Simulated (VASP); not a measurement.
Calculation: PBEsol GGA, VASP's PBE PAW potentials (set 64) (plane waves; VASP 6.6.1).

Input for VASP

POSCAR:
```
La2AlCo2C
4.54550
 -0.4602463975   0.6727642724   1.0000000000
  0.4602463975  -0.6727642724   1.0000000000
  0.4602463975   0.6727642724  -1.0000000000
La Co Al C
2 2 1 1
Direct
  0.1892300000   0.6892300000   0.5000000000
  0.8107700000   0.3107700000   0.5000000000
  0.2933200000   0.0000000000   0.2933200000
  0.7066800000   0.0000000000   0.7066800000
  0.5000000000   0.5000000000   0.0000000000
  0.0000000000   0.0000000000   0.0000000000
```

### KPOINTS
```
Automatic mesh
0
Gamma
  4 4 4
```

**INCAR**
```
ALGO = Normal
EDIFF = 1E-6
ENCUT = 400
GGA = PS
ISIF = 2
ISMEAR = -1
ISPIN = 2
LASPH = .True.
LCHARG = .False.
LMAXMIX = 6
LORBIT = 11
LREAL = .False.
LWAVE = .False.
MAGMOM = 2*0.0 2*3.0 2*0.0
NELM = 100
PREC = Accurate
SIGMA = 0.05
SYSTEM = La2AlCo2C
```

POTCAR, in this order: La Co Al C (PBE.64 set). Program: vasp_std.

At this cut-off the stress carries a Pulay error, which pulls relaxed volumes low.

Problem. What does the run give for the energy per atom (σ→0), cell moment, pressure, largest force, band gap (on the k-mesh)?

Solution. 
energy per atom (σ→0): -6.992 eV/atom
cell moment: 0.00 μB
band gap (on the k-mesh): none (metal, semimetal or under 0.01 eV)
pressure: -5.18 GPa
largest force: 0.01589 Ry/bohr

OSZICAR:
```
...
DAV:  13    -0.419709618452E+02   -0.13624E-02   -0.78838E-03  4128   0.685E-01    0.442E-01
DAV:  14    -0.419714245048E+02   -0.46266E-03   -0.29452E-03  4344   0.375E-01    0.303E-01
DAV:  15    -0.419714828021E+02   -0.58297E-04   -0.65681E-04  3952   0.201E-01    0.159E-01
DAV:  16    -0.419714839004E+02   -0.10982E-05   -0.18500E-04  4376   0.109E-01    0.815E-02
DAV:  17    -0.419714971294E+02   -0.13229E-04   -0.59634E-05  3688   0.535E-02    0.432E-02
DAV:  18    -0.419715022542E+02   -0.51248E-05   -0.61697E-05  4264   0.589E-02    0.797E-03
DAV:  19    -0.419715026474E+02   -0.39318E-06   -0.75482E-06  3520   0.228E-02
   1 F= -.41971503E+02 E0= -.41953656E+02  d E =-.356924E-01  mag=    -0.0002
```

The structure comes from a measured La2AlCo2C entry of the Crystallography Open Database, whose conditions weren't checked. The cell was not relaxed at this level. The k-mesh is coarse (spacing up to 0.45 per Å, 2π included), so the numbers may not be converged in it.
